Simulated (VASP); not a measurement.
Data:

```yaml
crystal:
  lattice:
    - [0.00000, 2.17108, 2.17108]
    - [2.17108, 0.00000, 2.17108]
    - [2.17108, 2.17108, 0.00000]
  atoms:
    - { symbol: Al, position: [0.00000, 0.00000, 0.00000] }
    - { symbol: N, position: [0.25000, 0.25000, 0.25000] }
```

Level of theory: PBEsol GGA, VASP's PBE PAW potentials (set 64) (plane waves; VASP 6.6.1). Numerical set-up: 620 eV cut-off, 10×10×10 Γ-centred mesh, Gaussian smearing of 0.050 eV, potentials Al N.

Q: Estimate the energy per atom (σ→0), pressure, band gap (on the k-mesh) with the smallest direct gap where there is one.

A: 
```yaml
band gap (on the k-mesh): 3.20 eV
smallest direct gap (on the k-mesh): 4.29 eV
energy per atom (σ→0): -752.9 kJ/mol of atoms
pressure: 4.99 GPa
```

Only differences to runs with the same potentials and settings are physical.

The compound is AlN in the zinc blende structure, a metastable form; wurtzite is the usual one. It was relaxed first under an external pressure of 5 GPa.
